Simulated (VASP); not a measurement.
Input:

```yaml
crystal:
  lattice:
    - [0.00000, 2.75204, 2.75204]
    - [2.75204, 0.00000, 2.75204]
    - [2.75204, 2.75204, 0.00000]
  atoms:
    - { symbol: Al, position: [0.00000, 0.00000, 0.00000] }
    - { symbol: P, position: [0.25000, 0.25000, 0.25000] }
```

All values below come from PW91 GGA, VASP's PBE PAW potentials (set 64) (plane waves; VASP 6.6.1). Settings: 520 eV cut-off, 8×8×8 Γ-centred mesh, Gaussian smearing of 0.050 eV, potentials Al P.

Q: What does the run give for the energy per atom (σ→0), band gap (on the k-mesh) with the smallest direct gap where there is one?

A: 
- band gap (on the k-mesh): 1.64 eV
- smallest direct gap (on the k-mesh): 3.10 eV
- energy per atom (σ→0): -5.202 eV/atom

Total energies compare only between runs with the same potentials, cut-off and functional.

The compound is AlP in the zinc blende structure. It was relaxed first.
